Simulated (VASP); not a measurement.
The system is AgOsPt3.

```
CELL_PARAMETERS angstrom
4.44027 0.00000 0.00000
0.00000 4.44027 0.00000
0.00000 0.00000 4.44027
ATOMIC_POSITIONS crystal
Ag 0.50000 0.50000 0.50000
Os 0.00000 0.00000 0.00000
Pt 0.50000 0.50000 0.00000
Pt 0.00000 0.50000 0.50000
Pt 0.50000 0.00000 0.50000
```

The cell was built by a generator and needn't be a form met in nature.

The cell isn't the ideal one: species swapped into the La3InN type (Pm-3m, No. 221).

```yaml
Program: VASP 6.6.1
Task: relaxation of cell and atoms
Functional: PBE
Potentials_or_basis: VASP PAW PBE potentials, release 64 (Ag, Os, Pt)
Cutoff: 600 eV
k_mesh: 4 × 4 × 4
Occupations: gaussian, width 0.1 eV
Spin: no spin polarisation
```

At the start: pressure 37.5 GPa; volume 17.51 Å³/atom.

Q: Where does the relaxation end?

A: Over 5 steps the energy falls by 367.6 meV/atom and the volume is 21.36 Å³/atom (+22.0 %); space group Pm-3m (No. 221, to 0.05 Å).

Step by step:
| step | energy change (eV) | largest force (eV/Å) | pressure (GPa) | volume (Å³) |
| --- | --- | --- | --- | --- |
| 1 | 0.0000 | 0.0000 | 37.51 | 87.54 |
| 2 | 1.0934 | 0.0000 | -14.72 | 150.43 |
| 3 | -1.7949 | 0.0000 | -2.01 | 108.99 |
| 4 | -1.8362 | 0.0000 | -0.72 | 107.56 |
| 5 | -1.8379 | 0.0000 | 0.05 | 106.80 |

Final structure:
```cif
data_structure
_symmetry_space_group_name_H-M 'P 1'
_symmetry_Int_Tables_number 1
_cell_length_a 4.7444
_cell_length_b 4.7444
_cell_length_c 4.7444
_cell_angle_alpha 90.000
_cell_angle_beta 90.000
_cell_angle_gamma 90.000
_cell_volume 106.80
loop_
_atom_site_label
_atom_site_type_symbol
_atom_site_fract_x
_atom_site_fract_y
_atom_site_fract_z
_atom_site_occupancy
Ag1 Ag 0.50000 0.50000 0.50000 1
Os1 Os 0.00000 0.00000 0.00000 1
Pt1 Pt 0.50000 0.50000 0.00000 1
Pt2 Pt 0.00000 0.50000 0.50000 1
Pt3 Pt 0.50000 0.00000 0.50000 1
```

Caveat: the volume moved by over 15 % at a fixed basis, so the end points are rough.
